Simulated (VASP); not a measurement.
The input files of a VASP run:

**KPOINTS**
```
Automatic mesh
0
Gamma
6 6 6
0 0 0
```

INCAR:
```
# general
SYSTEM  = CsPbBr3
PREC    = Accurate
ENCUT   = 500
LREAL   = .FALSE.
LASPH   = .TRUE.

# electronic loop
EDIFF   = 1E-6
NELM    = 100
ALGO    = Normal
LMAXMIX = 4

# smearing
ISMEAR  = 1
SIGMA   = 0.1

# ions
IBRION  = 2
NSW     = 40
ISIF    = 3
EDIFFG  = -0.02
PSTRESS = 300

# output
LWAVE   = .FALSE.
LCHARG  = .FALSE.
```

### POSCAR
```
CsPbBr3
1
    5.1427946974     0.0000000000     0.0000000000
    0.0000000000     5.1427946974     0.0000000000
    0.0000000000     0.0000000000     5.1427946974
Cs Pb Br
1 1 3
Direct
  0.0000000000   0.0000000000   0.0000000000
  0.5000000000   0.5000000000   0.5000000000
  0.5000000000   0.0000000000   0.5000000000
  0.0000000000   0.5000000000   0.5000000000
  0.5000000000   0.5000000000   0.0000000000
```

POTCAR, in this order: Cs_sv Pb_d Br (LDA.64 set). Program: vasp_std.

### Question
Write an equivalent input for Ansatz.

### Answer
One equivalent input (not run):
Ansatz 0.2 input:
```yaml
crystal:
  lattice:
    - [5.1427947, 0.0000000, 0.0000000]
    - [0.0000000, 5.1427947, 0.0000000]
    - [0.0000000, 0.0000000, 5.1427947]
  atoms:
    - { symbol: Cs, position: [0.0000000, 0.0000000, 0.0000000] }
    - { symbol: Pb, position: [0.5000000, 0.5000000, 0.5000000] }
    - { symbol: Br, position: [0.5000000, 0.0000000, 0.5000000] }
    - { symbol: Br, position: [0.0000000, 0.5000000, 0.5000000] }
    - { symbol: Br, position: [0.5000000, 0.5000000, 0.0000000] }
kpoints:
  mp_grid: { grid: [6, 6, 6] }
hamiltonian:
  xc: lda
  pseudopotentials: { kind: paw }
scf:
  occupations: { method: methfessel_paxton, width: 0.1 }
  max_iter: 100
relax:
  max_steps: 40
  f_tol: 0.02
  cell: { p_target: 30 }
output: { forces: true, stress: true, eigenvalues: true }
```
Limits of the translation: each code has its own PAW files, so the cut-off isn't converted (ENCUT is set for VASP's; basis.ecutwfc is left out, and Ansatz then takes the one that its files recommend); Ansatz stops its SCF on the density residual and VASP on the energy change (EDIFF); Ansatz's lda is the Perdew-Wang form, while the LDA potentials of VASP carry Perdew-Zunger's.

The compound is CsPbBr3 in the cubic perovskite structure, the ideal cubic form; the compound distorts at low or room temperature. This run relaxes it under an external pressure of 30 GPa. Symmetry was kept, so distortions that lower it aren't found.
